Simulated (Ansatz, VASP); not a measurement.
## Cross-check of AlNi between VASP and Ansatz

Wanted: the spread between two codes on one cell, functional and k mesh. The cell is taken from a series of runs on this material, whose earlier steps may have relaxed, scaled, displaced or heated it; both programs get it as it stands.

Calculated with Ansatz 0.2.0; plane waves, with VASP 6.6.1 beside it; zone-centre phonons at PBEsol.

### 1. The starting structure

The structure is cubic, space group Pm-3m (No. 221). The conventional cell has a = 2.862 Å, b = 2.862 Å, c = 2.862 Å, α = 90.00°, β = 90.00°, γ = 90.00°. Nearest to Al lie 8 Ni at 2.48 Å. Ni has 8 Al at 2.48 Å nearest. Farther neighbours are not listed.

### 2. Ansatz: zone-centre phonons, PBEsol, pair 1

Ansatz runs on its PAW soft_1 files.

Second derivatives magnify differences that forces hide, and they need a tight electronic threshold.

input.yaml reads:

```yaml
crystal:
  lattice:
    - [2.8617390777, 0.0, 0.0]
    - [0.0, 2.8617390777, 0.0]
    - [0.0, 0.0, 2.8617390777]
  atoms:
    - { symbol: Al, position: [0.0, 0.0, 0.0] }
    - { symbol: Ni, position: [0.5, 0.5, 0.5] }
kpoints:
  mp_grid: { grid: [16, 16, 16] }
hamiltonian:
  xc: pbesol
  pseudopotentials: { kind: paw, azcp: { folder: soft_1 }, xc_functional: pbe }
scf:
  occupations: { method: methfessel_paxton, width: 0.2 }
output:
  eigenvalues: true
phonons:
  method: dfpt
```

Launch:

```console
$ ansatz run input.yaml --threads 4 --pin off --max-ram 10240MiB --backend cpu --events-out ev --progress --plain --runs-dir out
```

Numbers of over 12 decimals in the logs are rounded to 6 here.

The log of the run:

```text
Engine: ansatz 0.2.0, x86_64-unknown-linux-gnu
Pseudopotentials: kind: paw
Pseudopotential: Al, paw, valence charge 3, recommended cutoff 420 eV (normal), soft_1/Al.paw.azcp
Pseudopotential: Ni, paw, valence charge 18, recommended cutoff 420 eV (normal), soft_1/Ni.paw.azcp
Functional definition: PBEsol
  exchange = pbesol_x
  correlation = pbesol_c
Crystal: 2 atoms, lattice volume = 23.436 Å³
Basis set: ecut = 420 eV, 461 PW (Γ), exchange–correlation on 40×40×40 points (8 copies of the dense FFT grid, shifted against one another)
Bands: 15, of which v1, the nominal top of the filled ones, is band 11 counted from 1 (10 counted from 0)
Symmetry: 48 space group operations
k-points: 405 of 4096 (irreducible under 8 space group operations, time reversal used)
Non-local potential: Al, projectors of the file, l = 0: 2, l = 1: 2, l = 2: 1
Non-local potential: Ni, projectors of the file, l = 0: 3, l = 1: 2, l = 2: 3, l = 3: 1
PAW form: soft (Blöchl's): semilocal exchange-correlation on the pseudo side does not see the compensation charge
PAW frozen core: Al, regenerated for the run's functional, and the local potential with it (the file was generated under x = pbe(κ = 0.804, μ = 0.219515), c = pbe(β = 0.066725))
PAW frozen core: Ni, regenerated for the run's functional, and the local potential with it (the file was generated under x = pbe(κ = 0.804, μ = 0.219515), c = pbe(β = 0.066725))
PAW one-centre angular grid: Al, 110 points (default); XC on 64 Gauss nodes
PAW one-centre angular grid: Ni, 590 points (default); XC on 64 Gauss nodes
Initial density: superposition of atomic densities (chi_scale 0.1, normalization cell, long waves kept (reshape's long-wave potential 0.00 eV rms))
Initial wavefunctions: pseudopotential atomic-orbital guess
Functional: x = pbesol(κ = 0.804, μ = 0.123457), c = pbesol(β = 0.046)
SCF iter   1: F=—  HF=-6331.232971 eV  |F-HF|=—  |Δ(HF+E_count)|=         —  Δρ=7.71e-2  dr2=1.42e0  ethr=3.10e-3  ⟨swp⟩=4.0  Hψ=26962  notcnv=0
preconditioner: auto → none  [metal: Δε(μ)=0.028 eV  Ē_g=10.267 eV  σ=0.200 eV  W_gap=0.12  n_scr=6 (ndim 8)  ℏωp=27.7 eV  f_vac=0.000  D(μ)=0.56/eV (n_scr^D=0)  sad-step TF]
SCF iter   2: F=—  HF=-6331.081617 eV  |F-HF|=—  |Δ(HF+E_count)|=   1.51e-1  S|Δr|=    0.00e0  Δρ=5.73e-2  dr2=8.43e-1  ethr=3.10e-3  ⟨swp⟩=2.0  Hψ=10855  notcnv=0  defer=103
SCF iter   3: F=—  HF=-6330.892177 eV  |F-HF|=—  |Δ(HF+E_count)|=   1.89e-1  S|Δr|=    0.00e0  Δρ=2.19e-2  dr2=1.01e-1  ethr=3.10e-3  ⟨swp⟩=2.0  Hψ=7719  notcnv=0  defer=103
SCF iter   4: F=—  HF=-6330.874682 eV  |F-HF|=—  |Δ(HF+E_count)|=   1.75e-2  S|Δr|=    0.00e0  Δρ=5.31e-3  dr2=3.78e-3  ethr=4.82e-4  ⟨swp⟩=2.1  Hψ=10473  notcnv=0  defer=91
SCF iter   5: F=—  HF=-6330.874468 eV  |F-HF|=—  |Δ(HF+E_count)|=   2.15e-4  S|Δr|=    0.00e0  Δρ=4.68e-4  dr2=2.33e-5  ethr=1.80e-5  ⟨swp⟩=2.4  Hψ=8361  notcnv=0  defer=91
SCF iter   6: F=—  HF=-6330.874453 eV  |F-HF|=—  |Δ(HF+E_count)|=   1.42e-5  S|Δr|=    0.00e0  Δρ=9.83e-5  dr2=1.12e-6  ethr=1.11e-7  ⟨swp⟩=2.0  Hψ=10273  notcnv=0  defer=91
SCF iter   7: F=—  HF=-6330.874466 eV  |F-HF|=—  |Δ(HF+E_count)|=   1.25e-5  S|Δr|=    0.00e0  Δρ=1.05e-5  dr2=1.60e-8  ethr=5.31e-9  ⟨swp⟩=2.3  Hψ=8748  notcnv=0  defer=91
SCF iter   8: F=—  HF=-6330.874466 eV  |F-HF|=—  |Δ(HF+E_count)|=   3.12e-9  S|Δr|=    0.00e0  Δρ=6.20e-7  dr2=5.68e-11  ethr=7.62e-11  ⟨swp⟩=2.3  Hψ=8701  notcnv=0  defer=91
SCF iter   9: F=-6330.874466 eV  HF=-6330.874466 eV  |F-HF|=0.00e0  |Δ(HF+E_count)|=  9.09e-12  S|Δr|=    0.00e0  Δρ=2.27e-8  dr2=8.05e-14  ethr=1.00e-12  ⟨swp⟩=6.0  Hψ=24767  notcnv=0
SCF 1 converged in 9 iterations: F = -6330.874466 eV  dr2 = 8.05e-14
  greatest PAW one-centre occupation: 1.001 electrons in one spin orbital (limit 2), on the Ni atom at site 1 (counted from 0), in its partial waves of l = 1
DFPT response loops at Γ: preconditioner auto → Kerker (q_TF=auto, 2.679 Å⁻¹) (partly filled bands, converged f_vac=0.000); β = 1.00, the filter's whole step (`scf.mixing.beta` (0.50) is not read by the response loops under this deck's `scf.mixing.preconditioner`; to damp them name `kerker` or `kerker_dos`, under which they read `scf.mixing.beta`, and type it under 1.00, their step now; both keys bind the ground state too); Broyden in place of MSR1
SCF converged after 9 iterations
Stability not checked: this state was not tested for a lower state beside it, because cold or Methfessel-Paxton smearing, or corrected tetrahedra, fill the levels in a way that the test cannot read (fill_not_monotonic; see scf.lower_state_search)
Free energy (F): -6330.874466 eV
Harris-Foulkes:  -6330.874466 eV  (|F-HF|=0.00e0)
Internal energy: -6330.875548 eV  (E = F + TS)
E sigma→0 (E₀):  -6330.874736 eV
Entropy (-TS):   0.001082 eV (0.541 meV/atom)
Fermi energy:    14.083151 eV
--- Per-component energies (eV) ---
  E_band       = -333.745186
  E_kinetic    = 369.157627
  E_local      = -3718.715369  (includes V_loc(G=0)·N_el)
  E_nonlocal   = -105.507268
  E_hartree    = 1951.493518
  E_xc         = -151.756653
  E_vxc        = -177.580806  (∫ρ·V_xc dr)
  E_paw        = -2080.801586  (= ΣΔE_a)
  E_vpaw       = -604.087134  (= ΣTr[D̂ρ^β])
  E_aug_tail   = 0.000752  (compensation charges beyond the density's cutoff)
  E_ewald      = -2594.962998
  E_core_change = 0.216428  (= ΣΔE_core)
  E_smearing   = 0.001082  (= −TS)
  E_closure    = 0.000000  (closes the sum)
  Σ components = -6330.874466   (vs F -6330.874466, Δ=0.00e0)
--- Band table (eV; the first three rows and the last of 405) ---
  k-point 0: bands = [... 7 lower, 12.5147, 12.5147, 12.5147, 19.6379, 19.6379, 19.6379, 22.2655, 22.2655]
  k-point 1: bands = [... 7 lower, 12.4819, 12.4819, 12.5182, 18.8417, 19.7346, 19.7346, 22.2682, 22.9914]
  k-point 2: bands = [... 7 lower, 12.3913, 12.3913, 12.5282, 17.4518, 20.0172, 20.0172, 22.2760, 24.1389]
  k-point 404: bands = [... 7 lower, 13.0928, 13.0928, 16.0103, 16.0103, 16.0103, 17.9775, 18.6572, 18.6572]
--- Phonons (Γ-DFPT): 2 representative perturbations + reference, on 405 of 4096 k-points (Σ response iterations 7) ---
  k mesh reduced under 8 symmetry operations, with k and −k counted as one. Each operation leaves every solved perturbation unchanged. A smaller set is not used because it would not reduce the number of displacements times k-points to solve
  ASR residual: 1.107e-5 → 0.000e0 eV/Å²; symmetrization residual: 1.407e-6 eV/Å²
  ASR residual per site (eV/Å²): 8.92e-6 1.11e-5
  Γ frequencies (cm⁻¹): 0.00 0.00 0.00 302.10 302.10 302.10
  non-analytic LO–TO correction: not included (Born effective charges unavailable; polar crystals: no LO–TO splitting at Γ)
```

Reading the cycles: dr2 is the Hartree energy of the density residual (eV), the measure of convergence; HF is the Harris–Foulkes estimate of the energy, which meets the free energy F at convergence.

### 3. VASP: zone-centre phonons, PBEsol, pair 1

The same cell, functional, mesh and smearing now go to VASP, with its own data sets.

Lines of VASP's logs that name or quote its potential files are left out, and so is its time.

INCAR reads:

```
SYSTEM = AlNi
PREC = Accurate
ENCUT = 600
EDIFF = 1E-08
NELM = 120
ISMEAR = 1
SIGMA = 0.2
LREAL = .FALSE.
ALGO = Normal
GGA = PS
NBANDS = 12
LASPH = .TRUE.
LORBIT = 11
LWAVE = .FALSE.
LCHARG = .FALSE.
ISIF = 2
IBRION = 8
GGA_COMPAT = .FALSE.
KPAR = 2
```

POSCAR reads:

```
AlNi
1.0
    2.8617390777      0.0000000000      0.0000000000
    0.0000000000      2.8617390777      0.0000000000
    0.0000000000      0.0000000000      2.8617390777
Al Ni
1 1
Direct
    0.0000000000      0.0000000000      0.0000000000
    0.5000000000      0.5000000000      0.5000000000
```

KPOINTS reads:

```
Automatic mesh
0
Gamma
16 16 16
0 0 0
```

PAW data sets: Al and Ni (PBE family, release 64).

Launch:

```console
$ mpirun -np 2 vasp_std
```

The log of the run:

```text
[banner, memory and clock lines left out]
running    2 mpi-ranks, on    1 nodes
 distrk:  each k-point on    1 cores,    2 groups
 distr:  one band on    1 cores,    1 groups

 POSCAR found type information on POSCAR AlNi
 POSCAR found :  2 types and       2 ions
|                                                                             |
|               ----> ADVICE to this user running VASP <----                  |
|                                                                             |
|     You enforced a specific xc type in the INCAR file but a different       |
|     [... a line on the potential file left out ...]
|     I HOPE YOU KNOW WHAT YOU ARE DOING!                                     |
|                                                                             |

 LDA part: xc-table for (Slater+PW92), standard interpolation
 POSCAR, INCAR and KPOINTS ok, starting setup
 FFT: planning ... GRIDC
 FFT: planning ... GRID_SOFT
 FFT: planning ... GRID
 WAVECAR not read
 entering main loop
       N       E                     dE             d eps       ncg     rms          rms(c)
DAV:   1     0.426459028896E+02    0.42646E+02   -0.61217E+03  4024   0.128E+03
DAV:   2    -0.114854424764E+02   -0.54131E+02   -0.49955E+02  4068   0.205E+02
DAV:   3    -0.132024341798E+02   -0.17170E+01   -0.16961E+01  4792   0.426E+01
DAV:   4    -0.132267811493E+02   -0.24347E-01   -0.24338E-01  4412   0.455E+00
DAV:   5    -0.132275233050E+02   -0.74216E-03   -0.74214E-03  4720   0.877E-01    0.128E+01
DAV:   6    -0.152094778736E+02   -0.19820E+01   -0.54381E+01  4376   0.117E+02    0.161E+01
DAV:   7    -0.116165648415E+02    0.35929E+01   -0.15630E+01  4408   0.695E+01    0.113E+00
DAV:   8    -0.116018433740E+02    0.14721E-01   -0.36695E-01  4880   0.712E+00    0.100E+00
DAV:   9    -0.115872725473E+02    0.14571E-01   -0.47085E-02  4824   0.313E+00    0.213E-01
DAV:  10    -0.115867597245E+02    0.51282E-03   -0.20690E-03  4848   0.682E-01    0.752E-02
DAV:  11    -0.115867616619E+02   -0.19375E-05   -0.66106E-05  5004   0.722E-02    0.259E-02
DAV:  12    -0.115867603003E+02    0.13616E-05   -0.42497E-06  5376   0.335E-02    0.399E-03
DAV:  13    -0.115867599244E+02    0.37594E-06   -0.26039E-07  6044   0.568E-03    0.189E-03
DAV:  14    -0.115867599279E+02   -0.34850E-08   -0.24415E-08  3320   0.132E-03
   1 F= -.11586760E+02 E0= -.11587119E+02  d E =0.107589E-02
 Linear response reoptimize wavefunctions to high precision
DAV:   1    -0.115867599441E+02   -0.16182E-07   -0.74466E-09  4144   0.138E-03
DAV:   2    -0.115867599441E+02   -0.32969E-10   -0.93735E-11  2296   0.922E-05
 Linear response DOF=           2
 Linear response progress:
  Degree of freedom:   1/  2
       N       E                     dE             d eps       ncg     rms          rms(c)
RMM:   1    -0.576147199741E-02   -0.57615E-02    0.27995E-03 21621   0.636E-01
RMM:   2    -0.549074153912E-02    0.27073E-03   -0.12511E-04 14797   0.226E-01    0.586E-02
RMM:   3    -0.548396280245E-02    0.67787E-05   -0.10101E-04 15809   0.801E-02    0.293E-02
RMM:   4    -0.555706513740E-02   -0.73102E-04   -0.41609E-05 15796   0.490E-02    0.596E-03
RMM:   5    -0.556238648969E-02   -0.53214E-05   -0.24005E-06 15997   0.116E-02    0.175E-03
RMM:   6    -0.556305254357E-02   -0.66605E-06   -0.11807E-07 15833   0.279E-03    0.828E-04
RMM:   7    -0.556301729432E-02    0.35249E-07   -0.13569E-08 14937   0.131E-03    0.638E-04
RMM:   8    -0.556292912405E-02    0.88170E-07   -0.18882E-09 16744   0.414E-04    0.240E-04
RMM:   9    -0.556319559472E-02   -0.26647E-06   -0.10887E-09 16833   0.133E-04    0.909E-06
RMM:  10    -0.556316572933E-02    0.29865E-07   -0.33311E-10 16988   0.507E-05    0.915E-06
RMM:  11    -0.556318176314E-02   -0.16034E-07   -0.47405E-10 16919   0.260E-05    0.293E-06
RMM:  12    -0.556317995053E-02    0.18126E-08   -0.34751E-10 16729   0.159E-05    0.533E-07
 first order change of Fermi-energy  -0.10567E-03
 force on displaced ion       1 direction 1 :  -6.256  -0.000  -0.000
 Linear response progress:
  Degree of freedom:   2/  2
       N       E                     dE             d eps       ncg     rms          rms(c)
RMM:   1    -0.186347232819E+00   -0.18635E+00   -0.98898E-02 14377   0.266E+00
RMM:   2    -0.184959981662E+00    0.13873E-02   -0.16706E-03 14410   0.498E-01    0.131E-01
RMM:   3    -0.184960826594E+00   -0.84493E-06   -0.12381E-04 15390   0.962E-02    0.774E-02
RMM:   4    -0.185385982131E+00   -0.42516E-03   -0.18962E-04 16451   0.108E-01    0.599E-03
RMM:   5    -0.185369224973E+00    0.16757E-04   -0.37666E-06 16717   0.217E-02    0.461E-03
RMM:   6    -0.185360081005E+00    0.91440E-05   -0.31576E-07 14945   0.732E-03    0.268E-03
RMM:   7    -0.185344664653E+00    0.15416E-04   -0.11867E-07 16994   0.306E-03    0.378E-04
RMM:   8    -0.185340146249E+00    0.45184E-05   -0.95223E-09 17461   0.670E-04    0.776E-05
RMM:   9    -0.185339486056E+00    0.66019E-06   -0.94597E-09 17161   0.237E-04    0.309E-05
RMM:  10    -0.185339190329E+00    0.29573E-06   -0.79726E-09 16951   0.128E-04    0.406E-06
RMM:  11    -0.185339205947E+00   -0.15619E-07   -0.81617E-09 17880   0.755E-05    0.168E-06
RMM:  12    -0.185339214554E+00   -0.86070E-08   -0.80714E-09 17380   0.620E-05    0.673E-07
 first order change of Fermi-energy   0.25335E-02
 force on displaced ion       2 direction 1 :  -6.295   0.000  -0.000
 Linear response finished
```

OUTCAR, selected parts (step 3):

```text
ion  position               nearest neighbor table
   1  0.000  0.000  0.000-   2 2.48   2 2.48   2 2.48   2 2.48   2 2.48   2 2.48   2 2.48   2 2.48

  LATTYP: Found a simple cubic cell.
 ALAT       =     2.8617390777

 Subroutine GETGRP returns: Found 48 space group operations
 (whereof 48 operations were pure point group operations)

The static configuration has the point symmetry O_h .

 Found    165 irreducible k-points:

   k-points           NKPTS =    165   k-points in BZ     NKDIM =    165   number of bands    NBANDS=     12

   dimension x,y,z NGX =    24 NGY =   24 NGZ =   24
   dimension x,y,z NGXF=    48 NGYF=   48 NGZF=   48

   ENCUT  =  600.0 eV  44.10 Ry    6.64 a.u.   5.72  5.72  5.72*2*pi/ulx,y,z

   NELECT =      13.0000    total number of electrons

 k-points in reciprocal lattice and weights: Automatic mesh
   0.00000000  0.00000000  0.00000000       0.000
   0.06250000  0.00000000  0.00000000       0.001
   0.12500000  0.00000000  0.00000000       0.001
   0.18750000  0.00000000  0.00000000       0.001
   0.25000000  0.00000000  0.00000000       0.001
   0.31250000  0.00000000  0.00000000       0.001
   0.37500000  0.00000000  0.00000000       0.001
   0.43750000  0.00000000  0.00000000       0.001
   0.50000000  0.00000000  0.00000000       0.001
[...]
0.50000000  0.50000000  0.43750000       0.001
   0.50000000  0.50000000  0.50000000       0.000

 average (electrostatic) potential at core
       1 -69.5161       2 -81.1031

  Total        0.0201051      0.0201051      0.0201051      0.0000000     -0.0000000     -0.0000000
  in kB        1.3744452      1.3744452      1.3744452      0.0000000     -0.0000000     -0.0000000
  external PRESSURE =       1.3744452 kB  Pullay stress =       0.0000000 kB

  energy-cutoff  :      600.00
  volume of cell :       23.44
      direct lattice vectors                 reciprocal lattice vectors
     2.861739078  0.000000000  0.000000000     0.349437867  0.000000000  0.000000000
     0.000000000  2.861739078  0.000000000     0.000000000  0.349437867  0.000000000
     0.000000000  0.000000000  2.861739078     0.000000000  0.000000000  0.349437867

 POSITION                                       TOTAL-FORCE (eV/Angst)
 -----------------------------------------------------------------------------------
      0.00000      0.00000      0.00000         0.000000      0.000000      0.000000
      1.43087      1.43087      1.43087         0.000000      0.000000      0.000000
 -----------------------------------------------------------------------------------
    total drift:                                0.000000      0.000000     -0.000000

 Eigenvectors and eigenvalues of the dynamical matrix
 ----------------------------------------------------

   1 f  =    9.104103 THz    57.202763 2PiTHz  303.680172 cm-1    37.651526 meV
             X         Y         Z           dx          dy          dz
      0.000000  0.000000  0.000000    -0.826890    0.000000    0.000000
      1.430870  1.430870  1.430870     0.562364    0.000000    0.000000

   2 f  =    9.104103 THz    57.202763 2PiTHz  303.680172 cm-1    37.651526 meV
             X         Y         Z           dx          dy          dz
      0.000000  0.000000  0.000000     0.000000   -0.000000    0.826890
      1.430870  1.430870  1.430870    -0.000000    0.000000   -0.562364

   3 f  =    9.104103 THz    57.202763 2PiTHz  303.680172 cm-1    37.651526 meV
             X         Y         Z           dx          dy          dz
      0.000000  0.000000  0.000000     0.000000   -0.826890   -0.000000
      1.430870  1.430870  1.430870    -0.000000    0.562364    0.000000

   4 f/i=    0.012887 THz     0.080971 2PiTHz    0.429860 cm-1     0.053296 meV
             X         Y         Z           dx          dy          dz
      0.000000  0.000000  0.000000     0.562364   -0.000000   -0.000000
      1.430870  1.430870  1.430870     0.826890   -0.000000    0.000000

   5 f/i=    0.012887 THz     0.080971 2PiTHz    0.429860 cm-1     0.053296 meV
             X         Y         Z           dx          dy          dz
      0.000000  0.000000  0.000000    -0.000000    0.000000   -0.562364
      1.430870  1.430870  1.430870     0.000000    0.000000   -0.826890

   6 f/i=    0.012887 THz     0.080971 2PiTHz    0.429860 cm-1     0.053296 meV
             X         Y         Z           dx          dy          dz
      0.000000  0.000000  0.000000    -0.000000   -0.562364   -0.000000
      1.430870  1.430870  1.430870     0.000000   -0.826890    0.000000

 ELASTIC MODULI CONTR FROM IONIC RELAXATION (kBar)
 Direction    XX          YY          ZZ          XY          YZ          ZX
 --------------------------------------------------------------------------------
 XX           0.0000      0.0000      0.0000      0.0000      0.0000      0.0000
 YY           0.0000      0.0000      0.0000      0.0000      0.0000      0.0000
 ZZ           0.0000      0.0000      0.0000      0.0000      0.0000      0.0000
 XY           0.0000      0.0000      0.0000      0.0000      0.0000      0.0000
 YZ           0.0000      0.0000      0.0000      0.0000      0.0000      0.0000
 ZX           0.0000      0.0000      0.0000      0.0000      0.0000      0.0000
 --------------------------------------------------------------------------------
```

This run has no spin polarisation, so a moment on Ni, if there is one, isn't seen. Its electron count is odd, so without a moment it is a metal by construction.

### 4. Comparison

Known differences besides the potentials themselves: the data sets hold 21 valence electrons in Ansatz (on its PAW soft_1 files) and 13 in VASP; the cutoff is 420 eV in Ansatz and 600 eV in VASP; Ansatz makes its cores anew for this functional, VASP keeps those of its PBE data sets. Total energies have different zeros and are not compared.

The two programs side by side:

| quantity | Ansatz | VASP | difference |
| --- | --- | --- | --- |
| optical mode 1 to 3 (cm⁻¹) | 302.1 | 303.7 | -0.52 % |

Modes are paired by rising frequency, not by their patterns, so a pair may set unlike modes beside each other; they are those without the splitting of longitudinal modes.

(Continued in part 2 of 2.)

[Lines on the potential files, build, host, timing and source positions are cut from VASP's logs without a mark.]

[Logs are printed without paths, hosts, clocks, repeated set-up lines and the standing remarks that a program may print on its own settings, such as how far it seeks lower states.]

[Hosts, paths, dates, database ids (printed as entryN), source tags and the programs' standing remarks are cut or masked in the printed files.]
